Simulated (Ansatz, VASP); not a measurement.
# Cross-check of Si (Silicon) between VASP and Ansatz

Aim: how closely do two programs agree when they are given the same cell, functional and k mesh? The cell is taken from a series of VASP runs on this material, whose earlier steps may have relaxed, scaled or displaced it; both programs get it as it stands.

Method: plane waves, with VASP 6.6.1 beside it; band structure at LDA, band structure at r2SCAN and dielectric response at LDA, in Ansatz 0.2.0.

## 1. The structure

It takes space group Fd-3m (No. 227, cubic). The conventional cell has a = 5.431 Å, b = 5.431 Å, c = 5.431 Å, α = 90.00°, β = 90.00°, γ = 90.00°. Nearest to Si lie 4 Si at 2.35 Å.

As a file:

```cif
data_structure
_symmetry_space_group_name_H-M 'P 1'
_symmetry_Int_Tables_number 1
_cell_length_a 3.8403
_cell_length_b 3.8403
_cell_length_c 3.8403
_cell_angle_alpha 60.000
_cell_angle_beta 60.000
_cell_angle_gamma 60.000
_cell_volume 40.05
loop_
_atom_site_label
_atom_site_type_symbol
_atom_site_fract_x
_atom_site_fract_y
_atom_site_fract_z
_atom_site_occupancy
Si1 Si 0.75000 0.75000 0.75000 1
Si2 Si 0.50000 0.50000 0.50000 1
```

## 2. VASP: band structure, LDA

The same path points are solved in both programs, so levels can be compared one by one.

Lines of VASP's logs that name or quote its potential files are left out, and so is its time.

Contents of INCAR:

```
SYSTEM = Si
PREC = Accurate
ENCUT = 350
EDIFF = 1E-06
NELM = 100
ISMEAR = 0
SIGMA = 0.03
LREAL = .FALSE.
ALGO = Normal
GGA = CA
NBANDS = 16
LORBIT = 11
LWAVE = .FALSE.
LCHARG = .FALSE.
KPAR = 8
LASPH = .TRUE.
```

Contents of POSCAR:

```
Si
1.0
    0.0000000000      2.7154800000      2.7154800000
    2.7154800000      0.0000000000      2.7154800000
    2.7154800000      2.7154800000      0.0000000000
Si
2
Direct
    0.7500000000      0.7500000000      0.7500000000
    0.5000000000      0.5000000000      0.5000000000
```

Contents of KPOINTS:

```
Automatic mesh
0
Gamma
8 8 8
0 0 0
```

Contents of KPOINTS_OPT:

```
Line mode
10
Line-mode
Reciprocal
  0.00000000   0.00000000   0.00000000 GAMMA
  0.50000000   0.00000000   0.50000000 X

  0.50000000   0.00000000   0.50000000 X
  0.50000000   0.25000000   0.75000000 W

  0.50000000   0.25000000   0.75000000 W
  0.37500000   0.37500000   0.75000000 K

  0.37500000   0.37500000   0.75000000 K
  0.00000000   0.00000000   0.00000000 GAMMA

  0.00000000   0.00000000   0.00000000 GAMMA
  0.50000000   0.50000000   0.50000000 L

  0.50000000   0.50000000   0.50000000 L
  0.62500000   0.25000000   0.62500000 U

  0.62500000   0.25000000   0.62500000 U
  0.50000000   0.25000000   0.75000000 W

  0.50000000   0.25000000   0.75000000 W
  0.50000000   0.50000000   0.50000000 L

  0.50000000   0.50000000   0.50000000 L
  0.37500000   0.37500000   0.75000000 K

  0.62500000   0.25000000   0.62500000 U
  0.50000000   0.00000000   0.50000000 X
```

The projector-augmented-wave data sets are Si (LDA family, release 64).

The run is started by

```console
$ mpirun -np 8 vasp_std
```

Numbers of over 12 decimals in the logs are rounded to 6 here.

What it wrote:

```text
[banner, memory and clock lines left out]
running    8 mpi-ranks, on    1 nodes
 distrk:  each k-point on    1 cores,    8 groups
 distr:  one band on    1 cores,    1 groups

 POSCAR found type information on POSCAR Si
 POSCAR found :  1 types and       2 ions
|                                                                             |
|           W    W    AA    RRRRR   N    N  II  N    N   GGGG   !!!           |
|           W    W   A  A   R    R  NN   N  II  NN   N  G    G  !!!           |
|           W    W  A    A  R    R  N N  N  II  N N  N  G       !!!           |
|           W WW W  AAAAAA  RRRRR   N  N N  II  N  N N  G  GGG   !            |
|           WW  WW  A    A  R   R   N   NN  II  N   NN  G    G                |
|           W    W  A    A  R    R  N    N  II  N    N   GGGG   !!!           |
|                                                                             |
|     For optimal performance we recommend to set                             |
|       NCORE = 2 up to number-of-cores-per-socket                            |
|     NCORE specifies how many cores store one orbital (NPAR=cpu/NCORE).      |
|     This setting can greatly improve the performance of VASP for DFT.       |
|     The default, NCORE=1 might be grossly inefficient on modern             |
|     multi-core architectures or massively parallel machines. Do your        |
|     Unfortunately you need to use the default for GW and RPA                |
|     calculations (for HF NCORE is supported but not extensively tested      |
|     yet).                                                                   |
|                                                                             |

 LDA part: xc-table for (Slater(with rela. corr.)+CA(PZ))
 , standard interpolation
 POSCAR, INCAR and KPOINTS ok, starting setup
 FFT: planning ... GRIDC
 FFT: planning ... GRID_SOFT
 FFT: planning ... GRID
 WAVECAR not read
 entering main loop
       N       E                     dE             d eps       ncg     rms          rms(c)
DAV:   1     0.402358617638E+01    0.40236E+01   -0.23856E+03   928   0.290E+02
DAV:   2    -0.117757193581E+02   -0.15799E+02   -0.15245E+02  1320   0.652E+01
DAV:   3    -0.121698816940E+02   -0.39416E+00   -0.39383E+00  1104   0.842E+00
DAV:   4    -0.121721797212E+02   -0.22980E-02   -0.22979E-02  1272   0.820E-01
DAV:   5    -0.121721998684E+02   -0.20147E-04   -0.20147E-04  1144   0.699E-02    0.502E+00
DAV:   6    -0.119924165010E+02    0.17978E+00   -0.82015E-02  1200   0.870E-01    0.300E+00
DAV:   7    -0.119102563582E+02    0.82160E-01   -0.15010E-01  1200   0.122E+00    0.214E-01
DAV:   8    -0.119104442805E+02   -0.18792E-03   -0.69460E-03  1064   0.334E-01    0.924E-02
DAV:   9    -0.119104243605E+02    0.19920E-04   -0.13259E-04  1288   0.444E-02    0.606E-02
DAV:  10    -0.119104262969E+02   -0.19364E-05   -0.90574E-06  1176   0.134E-02    0.803E-03
DAV:  11    -0.119104256878E+02    0.60907E-06   -0.22774E-06  1264   0.473E-03
   1 F= -.11910426E+02 E0= -.11910426E+02  d E =-.206041E-12
 Start KPOINTS_OPT (optional k-point list driver)
k-point batch [1-29\100]
       N       E                     dE             ncg
DAV:   1     0.608132332663E+03   -0.54971E+04      928
DAV:   2     0.148034970504E+03   -0.46010E+03     1256
DAV:   3     0.136457749229E+03   -0.11577E+02     1248
DAV:   4     0.136392886624E+03   -0.64863E-01     1184
DAV:   5     0.136392353928E+03   -0.53270E-03     1248
DAV:   6     0.136392348354E+03   -0.55749E-05     1232
DAV:   7     0.136392348295E+03   -0.58883E-07     1024
[...]
k-point batch [88-100\100]
       N       E                     dE             ncg
DAV:   1     0.374280591704E+04   -0.31160E+04      416
DAV:   2     0.354022577817E+04   -0.20258E+03      592
DAV:   3     0.353536930053E+04   -0.48565E+01      520
DAV:   4     0.353534332358E+04   -0.25977E-01      552
DAV:   5     0.353534311385E+04   -0.20973E-03      520
DAV:   6     0.353534311164E+04   -0.22196E-05      552
DAV:   7     0.353534311161E+04   -0.23424E-07      448
```

Parts of OUTCAR (step 2):

```text
ion  position               nearest neighbor table
   1  0.750  0.750  0.750-   2 2.35   2 2.35   2 2.35   2 2.35
   2  0.500  0.500  0.500-   1 2.35   1 2.35   1 2.35   1 2.35

  LATTYP: Found a face centered cubic cell.
 ALAT       =     5.4309600000

 Subroutine GETGRP returns: Found 48 space group operations
 (whereof 24 operations were pure point group operations)

The static configuration has the point symmetry T_d .
 The point group associated with its full space group is O_h .

 Found     29 irreducible k-points:

   k-points           NKPTS =     29   k-points in BZ     NKDIM =     29   number of bands    NBANDS=     16

   dimension x,y,z NGX =    24 NGY =   24 NGZ =   24
   dimension x,y,z NGXF=    48 NGYF=   48 NGZF=   48

   ENCUT  =  350.0 eV  25.72 Ry    5.07 a.u.   5.86  5.86  5.86*2*pi/ulx,y,z

   NELECT =       8.0000    total number of electrons

 k-points in reciprocal lattice and weights: Automatic mesh
   0.00000000  0.00000000  0.00000000       0.002
   0.12500000  0.00000000  0.00000000       0.016
   0.25000000  0.00000000  0.00000000       0.016
   0.37500000  0.00000000  0.00000000       0.016
   0.50000000  0.00000000  0.00000000       0.008
   0.12500000  0.12500000  0.00000000       0.012
   0.25000000  0.12500000  0.00000000       0.047
   0.37500000  0.12500000  0.00000000       0.047
   0.50000000  0.12500000  0.00000000       0.047
[...]
-0.37500000  0.50000000  0.12500000       0.023
  -0.25000000  0.50000000  0.25000000       0.012

 average (electrostatic) potential at core
       1 -84.8919       2 -84.8919

 E-fermi :   5.9052

 k-point     1 :       0.0000    0.0000    0.0000
  band No.  band energies     occupation
      1      -6.1866      2.00000
      2       5.7710      2.00000
      3       5.7710      2.00000
      4       5.7710      2.00000
      5       8.2945      0.00000
      6       8.2945      0.00000
      7       8.2945      0.00000
      8       8.9773      0.00000
      9      13.4458      0.00000
    ...

 k-point     2 :       0.1250    0.0000    0.0000
  band No.  band energies     occupation
      1      -5.9825      2.00000
      2       4.1586      2.00000
      3       5.4815      2.00000
      4       5.4815      2.00000
      5       8.1924      0.00000
      6       8.7192      0.00000
      7       8.7192      0.00000
      8      10.3504      0.00000
      9      12.9995      0.00000
    ...

 k-point     3 :       0.2500    0.0000    0.0000
  band No.  band energies     occupation
      1      -5.3865      2.00000
      2       1.8277      2.00000
      3       5.0116      2.00000
      4       5.0116      2.00000
      5       7.6984      0.00000
      6       9.2343      0.00000
      7       9.2343      0.00000
      8      12.5341      0.00000
      9      12.9381      0.00000
    ...

  Total       -0.3731289     -0.3731289     -0.3731289      0.0000000      0.0000000     -0.0000000
  in kB      -14.9279329    -14.9279329    -14.9279329      0.0000000      0.0000000     -0.0000000
  external PRESSURE =     -14.9279329 kB  Pullay stress =       0.0000000 kB

  energy-cutoff  :      350.00
  volume of cell :       40.05
      direct lattice vectors                 reciprocal lattice vectors
     0.000000000  2.715480000  2.715480000    -0.184129509  0.184129509  0.184129509
     2.715480000  0.000000000  2.715480000     0.184129509 -0.184129509  0.184129509
     2.715480000  2.715480000  0.000000000     0.184129509  0.184129509 -0.184129509

 POSITION                                       TOTAL-FORCE (eV/Angst)
 -----------------------------------------------------------------------------------
      4.07322      4.07322      4.07322        -0.000000     -0.000000     -0.000000
      2.71548      2.71548      2.71548         0.000000      0.000000      0.000000
 -----------------------------------------------------------------------------------
    total drift:                                0.000000      0.000000      0.000000

  FREE ENERGIE OF THE ION-ELECTRON SYSTEM (eV)
  ---------------------------------------------------
  free  energy   TOTEN  =       -11.9104256878 eV

  energy  without entropy=      -11.9104256878  energy(sigma->0) =      -11.91042569

 total charge
# of ion       s       p       d       tot
------------------------------------------
    1        0.758   0.948   0.000   1.706
    2        0.758   0.948   0.000   1.706
--------------------------------------------------
tot          1.516   1.896   0.000   3.412

[... 3 further parts left out ...]
```

The run ends at a pressure of -1.49 GPa.

## 3. Ansatz: band structure, LDA

Ansatz runs on its default PAW (the set named soft_2) files.

The same cell, functional (in two slightly different forms), mesh and smearing now go to Ansatz, which takes its cutoff from its data sets.

Contents of input.yaml:

```yaml
crystal:
  lattice:
    - [0.0, 2.71548, 2.71548]
    - [2.71548, 0.0, 2.71548]
    - [2.71548, 2.71548, 0.0]
  atoms:
    - { symbol: Si, position: [0.75, 0.75, 0.75] }
    - { symbol: Si, position: [0.5, 0.5, 0.5] }
hamiltonian:
  xc: lda
  pseudopotentials: { kind: paw }
kpoints:
  mp_grid: { grid: [8, 8, 8] }
  band_path:
    path:
      - [0.0, 0.0, 0.0]
      - [0.16667, 0.0, 0.16667]
      - [0.33333, 0.0, 0.33333]
      - [0.44444, 0.0, 0.44444]
      - [0.5, 0.0, 0.5]
      - [0.5, 0.08333, 0.58333]
      - [0.5, 0.19444, 0.69444]
      - [0.5, 0.25, 0.75]
      - [0.45833, 0.29167, 0.75]
      - [0.40278, 0.34722, 0.75]
      - [0.375, 0.375, 0.75]
      - [0.20833, 0.20833, 0.41667]
      - [0.08333, 0.08333, 0.16667]
      - [0.0, 0.0, 0.0]
      - [0.22222, 0.22222, 0.22222]
      - [0.38889, 0.38889, 0.38889]
      - [0.51389, 0.47222, 0.51389]
      - [0.55556, 0.38889, 0.55556]
      - [0.61111, 0.27778, 0.61111]
      - [0.61111, 0.25, 0.63889]
      - [0.56944, 0.25, 0.68056]
      - [0.51389, 0.25, 0.73611]
      - [0.5, 0.27778, 0.72222]
      - [0.5, 0.38889, 0.61111]
      - [0.5, 0.47222, 0.52778]
      - [0.48611, 0.48611, 0.52778]
      - [0.43056, 0.43056, 0.63889]
      - [0.38889, 0.38889, 0.72222]
      - [0.59722, 0.19444, 0.59722]
      - [0.55556, 0.11111, 0.55556]
      - [0.5, 0.0, 0.5]
    npoints: 1
scf:
  occupations: { method: gaussian, width: 0.03 }
  n_extra_bands: 7
output:
  forces: true
  stress: true
  eigenvalues: true
  write_density: true
  write_potential: true
  elf: true
  volumetric_format: npy
```

The run is started by

```console
$ ansatz run input.yaml --threads 2 --pin off --max-ram 4608MiB --backend cpu --events-out ev --progress --plain --runs-dir out
```

What it wrote:

```text
scf.n_extra_bands = 7 over 4 filled bands (N_el = 8.0): the run solves 11 bands
Engine: ansatz 0.2.0, aarch64-unknown-linux-gnu
Pseudopotentials: kind: paw
Pseudopotential: Si, paw, valence charge 4, recommended cutoff 420 eV (normal), Si.paw.azcp
Functional definition: SPW92
  exchange = slater_x
  correlation = pw_c
Crystal: 2 atoms, lattice volume = 40.047 Å³
Basis set: ecut = 420 eV, 749 PW (Γ)
Bands: 11, of which v1, the nominal top of the filled ones, is band 4 counted from 1 (3 counted from 0)
Symmetry: 48 space group operations
Space group: Fd-3m (ITA 227), of the structure as read, at distance tolerance 3.4e-5 Å
k-points: 29 of 512
Non-local potential: Si, projectors of the file, l = 0: 2, l = 1: 2, l = 2: 2
PAW form: soft (Blöchl's): semilocal exchange-correlation on the pseudo side does not see the compensation charge
PAW frozen core: Si, regenerated for the run's functional, and the local potential with it (the file was generated under x = pbe(κ = 0.804, μ = 0.219515), c = pbe(β = 0.066725))
PAW one-centre angular grid: Si, 110 points (default); XC on 64 Gauss nodes
Initial density: superposition of atomic densities (neutral atoms: chi_scale 0, normalization atom), corrected by the library's trained network
Initial wavefunctions: pseudopotential atomic-orbital guess
Functional: x = slater, c = lda
SCF iter   1: F=—  HF=-1217.290216 eV  |F-HF|=—  |Δ(HF+E_count)|=         —  Δρ=4.25e-3  dr2=4.27e-3  ethr=1.77e-3  ⟨swp⟩=6.0  Hψ=2519  notcnv=0  defer=2
preconditioner: auto → none  [insulator: Δε(μ)=0.522 eV  Ē_g=11.792 eV  σ=0.030 eV  W_gap=1.00  n_scr=8 (ndim 8)  ℏωp=16.6 eV  f_vac=0.000  D(μ)=0.00/eV (n_scr^D=0)  ε∞_Penn≈3.0]
SCF iter   2: F=—  HF=-1217.289537 eV  |F-HF|=—  |Δ(HF+E_count)|=   6.79e-4  Δρ=1.95e-3  dr2=8.92e-4  ethr=5.34e-5  ⟨swp⟩=1.5  Hψ=575  notcnv=0  defer=32
SCF iter   3: F=—  HF=-1217.289374 eV  |F-HF|=—  |Δ(HF+E_count)|=   1.64e-4  Δρ=1.11e-4  dr2=6.63e-6  ethr=1.11e-5  ⟨swp⟩=1.6  Hψ=329  notcnv=0  defer=32
SCF iter   4: F=—  HF=-1217.289374 eV  |F-HF|=—  |Δ(HF+E_count)|=   6.45e-7  Δρ=1.43e-5  dr2=3.64e-8  ethr=8.28e-8  ⟨swp⟩=2.1  Hψ=370  notcnv=0  defer=32
iter 5 did not close the SCF: its close was put off for the readings that it lacked (scf_convergence_deferred on its scf_iter line)
SCF iter   5: F=-1217.289374 eV  HF=-1217.289374 eV  |F-HF|=8.98e-10  |Δ(HF+E_count)|=   1.05e-8  Δρ=2.95e-6  dr2=2.42e-9  ethr=4.55e-10  ⟨swp⟩=2.0  Hψ=340  notcnv=0  defer=32
SCF iter   6: F=-1217.289374 eV  HF=-1217.289374 eV  |F-HF|=2.80e-11  |Δ(HF+E_count)|=  6.12e-10  Δρ=3.37e-7  dr2=4.90e-11  ethr=3.03e-11  ⟨swp⟩=9.2  Hψ=1839  notcnv=0
SCF 1 converged in 6 iterations: F = -1217.289374 eV  dr2 = 4.90e-11
  greatest PAW one-centre occupation: 0.640 electrons in one spin orbital (limit 2), on the Si atom at site 1 (counted from 0), in its partial waves of l = 0
NSCF: frozen V_eff on 31 k-points
SCF converged after 6 iterations
Free energy (F): -1217.289374 eV
Harris-Foulkes:  -1217.289374 eV  (|F-HF|=2.80e-11)
Internal energy: -1217.289374 eV  (E = F + TS)
E sigma→0 (E₀):  -1217.289374 eV
Fermi energy:    6.308424 eV
--- Per-component energies (eV) ---
  E_band       = 7.826139
  E_kinetic    = 80.952080
  E_local      = -56.902326  (includes V_loc(G=0)·N_el)
  E_nonlocal   = 54.040793
  E_hartree    = 14.887831
  E_xc         = -109.612823
  E_vxc        = -94.264834  (∫ρ·V_xc dr)
  E_paw        = -972.302731  (= ΣΔE_a)
  E_vpaw       = -5.775204  (= ΣTr[D̂ρ^β])
  E_aug_tail   = 0.000011  (compensation charges beyond the density's cutoff)
  E_ewald      = -228.520872
  E_core_change = 0.168661  (= ΣΔE_core)
  E_smearing   = -0.000000  (= −TS)
  E_closure    = 0.000000  (closes the sum)
  Σ components = -1217.289374   (vs F -1217.289374, Δ=0.00e0)
--- Forces (eV/Å), atoms counted from 1 ---
  atom   1  Si    -0.00000000     0.00000000    -0.00000000
  atom   2  Si    -0.00000000    -0.00000000    -0.00000000
  max |Σ_I F_I| component: 9.25e-17 eV/Å
--- Stress (GPa, compression-positive) ---
       -1.489952      -0.000000       0.000000
       -0.000000      -1.489952      -0.000000
       -0.000000       0.000000      -1.489952
  P = ⅓ Tr σ = -1.4900 GPa (-14.900 kbar)
--- Band table (eV; the first three rows and the last of 29) ---
  k-point 0: bands = [-5.9131, 6.0512, 6.0512, 6.0512, 8.5765, 8.5765, 8.5765, 9.2299, ... 3 higher]
  k-point 1: bands = [-5.7090, 4.4358, 5.7617, 5.7617, 8.4660, 9.0001, 9.0001, 10.6129, ... 3 higher]
  k-point 2: bands = [-5.1132, 2.1045, 5.2921, 5.2921, 7.9691, 9.5153, 9.5153, 12.8016, ... 3 higher]
  k-point 28: bands = [-1.6043, -1.6043, 2.1744, 2.1744, 10.2336, 10.2336, 10.9711, 10.9711, ... 3 higher]
```

It took 1.5 s on 2 threads of Arm Neoverse N1, shared host; peak memory 0.26 GiB; 2.3 s of CPU time.

## 4. Comparison

Known differences besides the potentials themselves: the two LDA forms differ slightly; the cutoff is 420 eV in Ansatz and 350 eV in VASP; VASP's log shows a relativistic correction to its local exchange, Ansatz's none. Total energies have different zeros and are not compared.

The two programs side by side:

| quantity | Ansatz | VASP | difference |
| --- | --- | --- | --- |
| pressure (GPa) | -1.49 | -1.49 | 0.00 |
| gap over the path points (eV) | 0.480 | 0.479 | +0.001 |

Levels at points of the path, from each program's valence-band top (eV; 4 filled, then empty):

| k (reciprocal lattice) | Ansatz | VASP |
| --- | --- | --- |
| 0.000 0.000 0.000 | -11.96 0.00 0.00 0.00 2.52 2.52 2.52 | -11.96 0.00 0.00 0.00 2.52 2.52 2.52 |
| 0.167 0.000 0.167 | -11.48 -2.06 -1.20 -1.20 1.63 4.18 4.30 | -11.47 -2.05 -1.20 -1.20 1.63 4.19 4.30 |
| 0.333 0.000 0.333 | -10.06 -5.02 -2.42 -2.42 0.63 1.89 7.19 | -10.05 -5.01 -2.42 -2.42 0.63 1.89 7.19 |
| 0.444 0.000 0.444 | -8.65 -6.93 -2.80 -2.80 0.48 0.88 9.24 | -8.64 -6.93 -2.81 -2.81 0.48 0.88 9.25 |
| 0.500 0.000 0.500 | -7.82 -7.82 -2.85 -2.85 0.60 0.60 9.97 | -7.81 -7.81 -2.85 -2.85 0.60 0.60 9.98 |
| 0.500 0.083 0.583 | -7.78 -7.78 -3.17 -3.17 1.23 1.23 8.81 | -7.78 -7.78 -3.17 -3.17 1.23 1.23 8.82 |
| 0.500 0.194 0.694 | -7.68 -7.68 -3.78 -3.78 3.23 3.23 5.98 | -7.67 -7.67 -3.78 -3.78 3.23 3.23 5.98 |
| 0.500 0.250 0.750 | -7.66 -7.66 -3.88 -3.88 4.18 4.18 4.92 | -7.65 -7.65 -3.88 -3.88 4.18 4.18 4.92 |
| 0.458 0.292 0.750 | -7.97 -7.38 -4.12 -3.42 2.91 4.19 5.61 | -7.97 -7.37 -4.13 -3.42 2.91 4.19 5.62 |
| 0.403 0.347 0.750 | -8.20 -7.25 -4.31 -2.60 1.36 4.06 6.91 | -8.19 -7.24 -4.31 -2.60 1.36 4.06 6.91 |

Among the levels compared at these points, filled levels agree within 9 meV and empty ones within 10 meV. Ansatz's pressure holds a Pulay correction of 0.04 GPa; VASP's holds none.

## 5. What the set-up changes

Further runs change the set-up of one program: Ansatz's method, potentials or start, or VASP's data sets, cutoff or form of LDA. The table gives Ansatz less VASP for each quantity, since a change that brings one quantity closer may part another.

| run | pressure (GPa) | gap over the path points (eV) |
| --- | --- | --- |
| as above | 0.0028 | 8.0e-4 |
| Ansatz's all-electron LAPW method | -0.052 | 0.0037 |

(Continued in part 2 of 2.)

[Lines on the potential files, build, host, timing and source positions are cut from VASP's logs without a mark.]

[Logs are printed without paths, hosts, clocks, repeated set-up lines and the standing remarks that a program may print on its own settings, such as how far it seeks lower states.]

[Hosts, paths, dates, database ids (printed as entryN), source tags and the programs' standing remarks are cut or masked in the printed files.]
